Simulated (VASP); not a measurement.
An input for Quantum ESPRESSO's pw.x (written as the equivalent of a VASP run, and not itself run):

```
&CONTROL
  calculation = 'vc-relax'
  pseudo_dir = './pseudo'
  outdir = './out'
  tprnfor = .true.
  tstress = .true.
  nstep = 40
  forc_conv_thr = 0.00078
/
&SYSTEM
  ibrav = 0
  nat = 4
  ntyp = 2
  ecutwfc = 78
  occupations = 'smearing'
  smearing = 'methfessel-paxton'
  degauss = 0.00735
  input_dft = 'pbesol'
/
&ELECTRONS
  conv_thr = 7.3e-08
  electron_maxstep = 100
/
&IONS
/
&CELL
  press = 200
/
ATOMIC_SPECIES
  Ge 72.630 Ge.upf
  Sn 118.710 Sn.upf
CELL_PARAMETERS angstrom
     3.9874271   -0.0000000    0.0000000
    -1.9937136    3.4532118   -0.0000000
     0.0000000   -0.0000000    6.6237419
ATOMIC_POSITIONS crystal
  Ge   0.3333330  0.6666670  0.0017618
  Ge   0.6666670  0.3333330  0.5017618
  Sn   0.3333330  0.6666670  0.3732382
  Sn   0.6666670  0.3333330  0.8732382
K_POINTS automatic
  9 9 5 0 0 0
```

Task: Write the VASP files for the same calculation (PBEsol).

Result: One answer among several that fit: 
KPOINTS:
```
K-points
0
Gamma
 9 9 5
```

**POSCAR**
```
GeSn
1.0
  3.9874271236   0.0000000000   0.0000000000
 -1.9937135619   3.4532117729   0.0000000000
  0.0000000000   0.0000000000   6.6237419195
Ge Sn
2 2
Cart
 -0.0000019938   2.3021423330   0.0116698662
  1.9937155555   1.1510694399   3.3235408259
 -0.0000019938   2.3021423330   2.4722333537
  1.9937155555   1.1510694399   5.7841043134
```

INCAR:
```
LMAXMIX = 4   ! l cut-off of mixed one-centre charges
PREC = Accurate
IBRION = 2   ! conjugate gradients
ENCUT = 500   ! plane-wave cut-off (eV)
SIGMA = 0.1   ! width (eV)
LWAVE = .False.
NELM = 100
LASPH = .True.   ! aspherical one-centre terms
SYSTEM = GeSn
GGA = PS   ! PBEsol
PSTRESS = 200   ! kbar
EDIFF = 1E-6   ! SCF stop (eV)
ALGO = Normal
LREAL = .False.   ! projection in real space or not
ISMEAR = 1   ! Methfessel-Paxton
EDIFFG = -0.02
LCHARG = .False.
ISIF = 3   ! ions, shape and volume
NSW = 40   ! most ionic steps
```

POTCAR, in this order: Ge_d Sn_d (PBE.64 set). Program: vasp_std.

The two are equivalent in intent, not identical: the potentials are each code's own (VASP's PAW set, PseudoDojo norm-conserving files in pw.x), so ENCUT and ecutwfc are chosen apart and not converted; conv_thr bounds pw.x's estimated SCF error, while EDIFF bounds the energy change between steps; forc_conv_thr acts on force components and is met together with etot_conv_thr.

The structure was generated: GeSn was put into the wurtzite type (P6_3mc), which need not be its known phase. It was relaxed first under an external pressure of 20 GPa.
